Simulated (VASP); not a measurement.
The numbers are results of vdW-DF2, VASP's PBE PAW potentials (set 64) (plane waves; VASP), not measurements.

VASP input:

File KPOINTS:
```
kpoints
0
Gamma
  6 6 6
0 0 0
```

INCAR:
```
! general
SYSTEM    =  KI
PREC      =  Accurate
ENCUT     =  520   ! plane-wave cut-off (eV)
LREAL     =  .False.   ! projection in real space or not
LASPH     =  .True.

! electronic loop
EDIFF     =  1E-6
NELM      =  100   ! most electronic steps
ALGO      =  Normal   ! blocked Davidson
LMAXMIX   =  4

! smearing
ISMEAR    =  0   ! Gaussian
SIGMA     =  0.05

! functional
GGA       =  ML
LUSE_VDW  =  .True.
AGGAC     =  0.0
ZAB_VDW   =  -1.8867

! ions
IBRION    =  2
NSW       =  60   ! most ionic steps
ISIF      =  3
EDIFFG    =  -0.01

! output
LWAVE     =  .False.
LCHARG    =  .False.
```

**POSCAR**
```
KI
1
    0.0000000000     3.5857499635     3.5857499635
    3.5857499635     0.0000000000     3.5857499635
    3.5857499635     3.5857499635    -0.0000000000
K I
1 1
Direct
  0.0000000000   0.0000000000   0.0000000000
  0.5000000000   0.5000000000   0.5000000000
```

POTCAR, in this order: K_sv I (PBE.64 set). Program: vasp_std.

Unless said otherwise, spin-orbit coupling is left out, though it shifts the bands of the heavy elements here.

**Question.** Estimate the energy per atom (σ→0), band gap (on the k-mesh).

**Answer.** 
- energy per atom (σ→0) = -0.891 eV/atom
- band gap (on the k-mesh) = 3.56 eV

### OSZICAR
```
...
DAV:   6    -0.181516140880E+01    0.11688E+00   -0.16126E-01   472   0.218E+00    0.262E+00
DAV:   7    -0.178473514119E+01    0.30426E-01   -0.12173E-01   460   0.202E+00    0.782E-01
DAV:   8    -0.178275701901E+01    0.19781E-02   -0.15982E-02   504   0.905E-01    0.606E-02
DAV:   9    -0.178267162136E+01    0.85398E-04   -0.51683E-04   492   0.175E-01    0.612E-02
DAV:  10    -0.178269333724E+01   -0.21716E-04   -0.22758E-04   436   0.129E-01    0.299E-02
DAV:  11    -0.178267774623E+01    0.15591E-04   -0.55708E-05   484   0.377E-02    0.105E-02
DAV:  12    -0.178267795223E+01   -0.20600E-06   -0.33953E-06   492   0.134E-02
   1 F= -.17826780E+01 E0= -.17826780E+01  d E =-.178268E+01
```

The compound is KI in the rock salt structure. It was relaxed first. The start is the result of an earlier pass.
